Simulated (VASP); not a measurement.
KBr:

```
CELL_PARAMETERS angstrom
0.00000 3.35045 3.35045
3.35045 0.00000 3.35045
3.35045 3.35045 0.00000
ATOMIC_POSITIONS crystal
K 0.00000 0.00000 0.00000
Br 0.50000 0.50000 0.50000
```

| Item | Value |
| --- | --- |
| Program | VASP 6.6.1 |
| Task | relaxation of cell and atoms |
| Functional | LDA |
| Potentials or basis | VASP PAW LDA potentials, release 64 (K_sv, Br) |
| Cutoff | 600 eV |
| k mesh | 6 × 6 × 6 |
| Occupations | gaussian, width 0.02 eV |
| Spin | no spin polarisation |

At the start: pressure -2.0 GPa; volume 37.61 Å³/atom.

Where does the relaxation end?

Over 5 steps the energy falls by 37.9 meV/atom and the volume is 32.55 Å³/atom (-13.5 %); space group Fm-3m (No. 225, to 0.05 Å).

Step by step:
```tsv
step	energy change (eV)	largest force (eV/Å)	pressure (GPa)	volume (Å³)
1	0.0000	0.0000	-2.04	75.22
2	-0.0538	0.0000	-1.27	70.13
3	-0.0751	0.0000	-0.25	65.84
4	-0.0758	0.0000	0.03	64.90
5	-0.0758	0.0000	-0.02	65.10
```

Final structure:
```
K Br
1.0
     0.00000    3.19281    3.19281
     3.19281    0.00000    3.19281
     3.19281    3.19281    0.00000
K Br
1 1
Direct
  0.00000 0.00000 0.00000
  0.50000 0.50000 0.50000
```
